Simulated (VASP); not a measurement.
The input files of a VASP run:

File POSCAR:
```
C
1
    1.2546000000    -2.1730300000     0.0000000000
    1.2546000000     2.1730300000     0.0000000000
    0.0000000000     0.0000000000     6.8442000000
C
4
Direct
  0.0000000000   0.0000000000   0.2500000000
  0.0000000000   0.0000000000   0.7500000000
  0.3333330000   0.6666670000   0.2500000000
  0.6666670000   0.3333330000   0.7500000000
```

### INCAR
```
# general
SYSTEM = C
PREC   = Accurate
ENCUT  = 520   # plane-wave cut-off (eV)
LREAL  = F
LASPH  = T

# electronic loop
EDIFF  = 1E-6   # SCF stop (eV)
NELM   = 100   # most electronic steps
ALGO   = Normal   # blocked Davidson

# smearing
ISMEAR = 1   # Methfessel-Paxton
SIGMA  = 0.1

# functional
GGA    = PE

# ions
ISIF   = 2

# output
LWAVE  = F
LCHARG = F
```

File KPOINTS:
```
K-points
0
gamma
11 11 4
0 0 0
```

POTCAR, in this order: C (PBE.64 set). Program: vasp_std.

### Question
Write an equivalent input for Quantum ESPRESSO's pw.x.

### Answer
One equivalent input (not run):
```
&CONTROL
  calculation = 'scf'
  pseudo_dir = './pseudo'
  outdir = './out'
  tprnfor = .true.
  tstress = .true.
/
&SYSTEM
  ibrav = 0
  nat = 4
  ntyp = 1
  ecutwfc = 82
  occupations = 'smearing'
  smearing = 'methfessel-paxton'
  degauss = 0.00735
  input_dft = 'pbe'
/
&ELECTRONS
  conv_thr = 7.3e-08
  electron_maxstep = 100
/
ATOMIC_SPECIES
  C 12.011 C.upf
CELL_PARAMETERS angstrom
     1.2546000   -2.1730300    0.0000000
     1.2546000    2.1730300    0.0000000
     0.0000000    0.0000000    6.8442000
ATOMIC_POSITIONS crystal
  C    0.0000000  0.0000000  0.2500000
  C    0.0000000  0.0000000  0.7500000
  C    0.3333330  0.6666670  0.2500000
  C    0.6666670  0.3333330  0.7500000
K_POINTS automatic
  11 11 4 0 0 0
```
What does not carry over: the potentials are each code's own (VASP's PAW set, PseudoDojo norm-conserving files in pw.x), so ENCUT and ecutwfc are chosen apart and not converted; conv_thr bounds pw.x's estimated SCF error, while EDIFF bounds the energy change between steps.

The compound is C in the graphite structure. The cell was not relaxed at this level.
